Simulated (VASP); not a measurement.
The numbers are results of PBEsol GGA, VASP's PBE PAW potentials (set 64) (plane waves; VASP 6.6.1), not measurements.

VASP ran on this input.

**POSCAR**
```
SbPt
1
    4.1049410000     0.0000000000     0.0000000000
   -2.0524710000     3.5549830000     0.0000000000
    0.0000000000     0.0000000000     5.4530250000
Pt Sb
2 2
Direct
  0.0000000000   0.0000000000   0.0000000000
  0.0000000000   0.0000000000   0.5000000000
  0.3333330000   0.6666670000   0.2500000000
  0.6666670000   0.3333330000   0.7500000000
```

INCAR:
```
ALGO  =  Normal
EDIFF  =  1E-6
ENCUT  =  300
GGA  =  PS
ISIF  =  2
ISMEAR  =  0
LASPH  =  .True.
LCHARG  =  .False.
LMAXMIX  =  6
LREAL  =  .False.
LWAVE  =  .False.
NELM  =  100
PREC  =  Accurate
SIGMA  =  0.272
SYSTEM  =  SbPt
```

File KPOINTS:
```
Automatic mesh
0
Gamma
5 5 3
0 0 0
```

POTCAR, in this order: Pt Sb (PBE.64 set). Program: vasp_std.

Output

### OSZICAR
```
       N       E                     dE             d eps       ncg     rms          rms(c)
DAV:   1     0.123949166903E+03    0.12395E+03   -0.90217E+03   380   0.859E+02
DAV:   2    -0.197374636661E+02   -0.14369E+03   -0.13765E+03   488   0.209E+02
DAV:   3    -0.253274164649E+02   -0.55900E+01   -0.53737E+01   469   0.443E+01
DAV:   4    -0.254335641760E+02   -0.10615E+00   -0.10554E+00   434   0.599E+00
DAV:   5    -0.254352473771E+02   -0.16832E-02   -0.16809E-02   449   0.792E-01    0.147E+01
DAV:   6    -0.248978632514E+02    0.53738E+00   -0.23270E+00   415   0.126E+01    0.728E+00
DAV:   7    -0.247941597023E+02    0.10370E+00   -0.24328E-01   409   0.388E+00    0.371E+00
DAV:   8    -0.247658957377E+02    0.28264E-01   -0.69141E-02   416   0.210E+00    0.286E-01
DAV:   9    -0.247656112207E+02    0.28452E-03   -0.27120E-03   442   0.342E-01    0.174E-01
DAV:  10    -0.247655656935E+02    0.45527E-04   -0.64062E-04   419   0.179E-01    0.402E-02
DAV:  11    -0.247655603187E+02    0.53748E-05   -0.26997E-05   446   0.404E-02    0.186E-02
DAV:  12    -0.247655608662E+02   -0.54747E-06   -0.32829E-06   402   0.129E-02
   1 F= -.24765561E+02 E0= -.24737743E+02  d E =-.556359E-01
```

File OUTCAR:
```
------------------------ aborting loop because EDIFF is reached ----------------------------------------
  FORCE on cell =-STRESS in cart. coord.  units (eV):
  Direction    XX          YY          ZZ          XY          YZ          ZX
  --------------------------------------------------------------------------------------
  Total        2.7819970      2.7819967      1.6315833     -0.0000004      0.0000000     -0.0000000
  in kB       56.0125438     56.0125379     32.8501902     -0.0000079      0.0000000     -0.0000000
  external PRESSURE =      48.2917573 kB  Pullay stress =       0.0000000 kB
  volume of cell :       79.58
      direct lattice vectors                 reciprocal lattice vectors
     4.104941000  0.000000000  0.000000000     0.243608861  0.140647683  0.000000000
    -2.052471000  3.554983000  0.000000000     0.000000000  0.281295297  0.000000000
     0.000000000  0.000000000  5.453025000     0.000000000  0.000000000  0.183384452
 POSITION                                       TOTAL-FORCE (eV/Angst)
 -----------------------------------------------------------------------------------
      0.00000      0.00000      0.00000        -0.000000      0.000000      0.000000
      0.00000      0.00000      2.72651        -0.000000      0.000000      0.000000
     -0.00000      2.36999      1.36326         0.000000     -0.000000      0.000000
      2.05247      1.18499      4.08977         0.000000      0.000000      0.000000
 -----------------------------------------------------------------------------------
    total drift:                                0.000000     -0.000000      0.000000
  FREE ENERGIE OF THE ION-ELECTRON SYSTEM (eV)
  ---------------------------------------------------
  free  energy   TOTEN  =       -24.7655608662 eV

  energy  without entropy=      -24.7099249605  energy(sigma->0) =      -24.73774291
```
(Selected blocks of OUTCAR.)

At this cut-off the stress carries a Pulay error, which pulls relaxed volumes low.

The structure comes from a measured SbPt entry of the Crystallography Open Database, whose conditions weren't checked. The cell was not relaxed at this level, and its volume differs by -5.9 % from the start's. The k-mesh is coarse (spacing up to 0.38 per Å, 2π included), so the numbers may not be converged in it.
